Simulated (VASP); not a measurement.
Data:

```yaml
crystal:
  lattice:
    - [-3.12777, 3.12777, 1.70655]
    - [3.12777, -3.12777, 1.70655]
    - [3.12777, 3.12777, -1.70655]
  atoms:
    - { symbol: Bi, position: [0.75000, 0.25000, 0.50000] }
    - { symbol: Bi, position: [0.00000, 0.00000, 0.00000] }
```

Computed with PBE GGA, VASP's PBE PAW potentials (set 64) (plane waves; VASP). Numerical set-up: 300 eV cut-off, 7×7×7 Γ-centred mesh, Gaussian smearing of 0.14 eV, potentials Bi_d.

At this cut-off the stress carries a Pulay error, which pulls relaxed volumes low.

Give the stress tensor in GPa (positive for a compressed cell).

```
 1.96   0.00   0.00
 0.00   1.96   0.00
 0.00   0.00  -1.98
```
The pressure is its mean diagonal, 0.64 GPa.

The structure was generated: Bi was put into an ordered model structure, which need not be its known phase. The cell was not relaxed at this level.
